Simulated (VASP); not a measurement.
Method: PBEsol GGA, VASP's PBE PAW potentials (set 64) (plane waves; VASP 6.6.1).

VASP input:

POSCAR:
```
Ca2Si
1.0
  0.0000000000   3.5460718921   3.5460718921
  3.5460718921   0.0000000000   3.5460718921
  3.5460718921   3.5460718921   0.0000000000
Ca Si
2 1
Direct
  0.7500000000   0.7500000000   0.7500000000
  0.2500000000   0.2500000000   0.2500000000
  0.0000000000   0.0000000000   0.0000000000
```

**INCAR**
```
ALGO = Normal   ! blocked Davidson
ENCUT = 400   ! plane-wave cut-off (eV)
EDIFF = 1E-7
ISIF = 2   ! forces and stress, cell fixed
LREAL = .FALSE.
LASPH = .TRUE.   ! aspherical one-centre terms
PREC = Accurate
NELM = 100
LCHARG = .TRUE.
LWAVE = .FALSE.
LORBIT = 11
GGA = PS   ! PBEsol
LEFG = .TRUE.
ISMEAR = -5   ! tetrahedra, Bloechl
NEDOS = 601
SYSTEM = Ca2Si
```

### KPOINTS
```
Automatic mesh
0
Gamma
6 6 6
0 0 0
```

POTCAR, in this order: Ca_sv Si (PBE.64 set). Program: vasp_std.

Output

OSZICAR:
```
       N       E                     dE             d eps       ncg     rms          rms(c)
DAV:   1     0.161824143036E+03    0.16182E+03   -0.10805E+04   512   0.112E+03
DAV:   2    -0.208994471187E+01   -0.16391E+03   -0.16280E+03   584   0.336E+02
DAV:   3    -0.117412654256E+02   -0.96513E+01   -0.96373E+01  1008   0.596E+01
DAV:   4    -0.120412998195E+02   -0.30003E+00   -0.30002E+00   720   0.114E+01
DAV:   5    -0.120545002199E+02   -0.13200E-01   -0.13200E-01   872   0.158E+00    0.555E+00
DAV:   6    -0.114570832013E+02    0.59742E+00   -0.17621E+00   592   0.400E+00    0.308E+00
DAV:   7    -0.113788588390E+02    0.78224E-01   -0.46486E-01   736   0.268E+00    0.954E-01
DAV:   8    -0.113732105191E+02    0.56483E-02   -0.47951E-02   664   0.140E+00    0.190E-01
DAV:   9    -0.113726540595E+02    0.55646E-03   -0.45873E-03   824   0.360E-01    0.138E-01
DAV:  10    -0.113727409466E+02   -0.86887E-04   -0.50615E-04   832   0.188E-01    0.350E-02
DAV:  11    -0.113727234721E+02    0.17475E-04   -0.67717E-05   776   0.727E-02    0.147E-02
DAV:  12    -0.113727211516E+02    0.23205E-05   -0.29207E-05   824   0.383E-02    0.181E-03
DAV:  13    -0.113727214156E+02   -0.26394E-06   -0.25621E-06   768   0.793E-03    0.204E-03
DAV:  14    -0.113727212662E+02    0.14943E-06   -0.11381E-07   544   0.232E-03    0.817E-04
DAV:  15    -0.113727211921E+02    0.74042E-07   -0.34207E-08   512   0.131E-03
   1 F= -.11372721E+02 E0= -.11372721E+02  d E =0.000000E+00
```

**OUTCAR**
```
------------------------ aborting loop because EDIFF is reached ----------------------------------------
  FORCE on cell =-STRESS in cart. coord.  units (eV):
  Direction    XX          YY          ZZ          XY          YZ          ZX
  --------------------------------------------------------------------------------------
  Total        0.0513125      0.0513125      0.0513125      0.0000000      0.0000000     -0.0000000
  in kB        0.9218519      0.9218519      0.9218519      0.0000000      0.0000000     -0.0000000
  external PRESSURE =       0.9218519 kB  Pullay stress =       0.0000000 kB
  volume of cell :       89.18
      direct lattice vectors                 reciprocal lattice vectors
     0.000000000  3.546071892  3.546071892    -0.141001089  0.141001089  0.141001089
     3.546071892  0.000000000  3.546071892     0.141001089 -0.141001089  0.141001089
     3.546071892  3.546071892  0.000000000     0.141001089  0.141001089 -0.141001089
 POSITION                                       TOTAL-FORCE (eV/Angst)
 -----------------------------------------------------------------------------------
      5.31911      5.31911      5.31911         0.000000      0.000000      0.000000
      1.77304      1.77304      1.77304        -0.000000     -0.000000     -0.000000
      0.00000      0.00000      0.00000         0.000000      0.000000      0.000000
 -----------------------------------------------------------------------------------
    total drift:                                0.000000      0.000000      0.000000
  FREE ENERGIE OF THE ION-ELECTRON SYSTEM (eV)
  ---------------------------------------------------
  free  energy   TOTEN  =       -11.3727211921 eV

  energy  without entropy=      -11.3727211921  energy(sigma->0) =      -11.37272119

 total charge

# of ion       s       p       d       tot
------------------------------------------
    1        2.061   5.848   0.231   8.140
    2        2.061   5.848   0.231   8.140
    3        0.765   0.904   0.000   1.669
--------------------------------------------------
tot          4.888  12.599   0.463  17.950
```
(Selected blocks of OUTCAR.)

The structure comes from a computed database's Ca2Si entry (Fm-3m); how it stands against other phases isn't given here. It was relaxed first.
